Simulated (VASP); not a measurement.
Hf (hcp): computed properties

All values below come from PBEsol GGA, VASP's PBE PAW potentials (set 64) (plane waves; VASP).

- space group = P6_3/mmc (194)
- cell = a = 3.157 Å, b = 3.157 Å, c = 4.992 Å, α = 90.00°, β = 90.00°, γ = 120.00°
- volume per atom = 21.54 Å³/atom
- band gap (over mesh and band path) = none (metal, semimetal or under 0.01 eV)
- Hill bulk modulus = 116 GPa
- Hill shear modulus = 52.8 GPa
- Poisson's ratio = 0.302
- density = 13.76 g/cm³
- optical Γ-point spectrum = 71 (×2), 105 cm⁻¹
- C11 = 184 GPa
- C12 = 83.9 GPa
- C13 = 74.2 GPa
- C33 = 208 GPa
- C44 = 50.2 GPa
- C66 = 50.1 GPa

```
Hf
1.0
    1.57850    -2.73405     0.00000
    1.57850     2.73405     0.00000
    0.00000     0.00000     4.99157
Hf
2
Direct
  0.33333   0.66667   0.25000
  0.66667   0.33333   0.75000
```

Measured: a 3.194 Å at 293 K (computed value off by -1.2 %), c 5.051 Å at 293 K (computed value off by -1.2 %), as given by Wikipedia, Hafnium (infobox); shear modulus 54.7 GPa (computed value off by -3.5 %), as given by Xintong Qi et al., Journal of Applied Physics (2016), doi:10.1063/1.4945106. The calculation is for a static lattice, while the measured a, c, shear modulus hold thermal and zero-point effects, which are part of the difference. Finite-difference elastic constants of metals are sensitive to mesh and smearing; shear constants can be off by tens of GPa. Unless said otherwise, spin-orbit coupling is left out, though it shifts the bands of the heavy elements here.

The compound is Hf in the hcp structure. It was relaxed first. Symmetry was kept, so distortions that lower it aren't found.
